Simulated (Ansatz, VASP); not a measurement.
# Two plane-wave programs on Ga6GeTe

```
Ga Ge Te
1.0
     3.28050    1.89400    4.60097
    -3.28050    1.89400    4.60097
     0.00000   -3.78800    4.60097
Ga Ge Te
6 1 1
Cartesian
  -2.6282 -0.4402 5.7190
  0.9329 2.4962 5.7190
  1.6953 -2.0560 5.7190
  -0.9329 -2.4962 8.0839
  -1.6953 2.0560 8.0839
  2.6282 0.4402 8.0839
  0.0000 0.0000 0.0000
  0.0000 0.0000 6.9015
```

Alike in both runs: functional PBE; k mesh 4 × 4 × 4; occupations gaussian, width 0.2 eV; no spin polarisation.

Ansatz relaxed the structure, and its values are those at the end. VASP's run is a single point on that final structure, the one shown.

```csv
,VASP,Ansatz
version,VASP 6.6.1,Ansatz 0.2.0
potentials or method,"VASP PAW PBE potentials, release 64 (Ga_d, Ge_d, Te)","scalar-relativistic, plane waves, PAW"
plane-wave cutoff (eV),520,420
valence electrons in the cell,98,108
```

|  | VASP | Ansatz | Ansatz less VASP |
| --- | --- | --- | --- |
| gap on the k mesh at the Fermi level (eV) | none | none | - |
| pressure (GPa) | 0.8 | 0.6 | -0.18 |
| rms of the force components (eV/Å) | 0.018 | 0.018 | +0.0003 |

A gap of «none» marks a metal or a gap that the smearing closes. The two sets of potentials don't hold the same shells in valence.

Spin-orbit coupling is left out, which matters for the levels of Te.
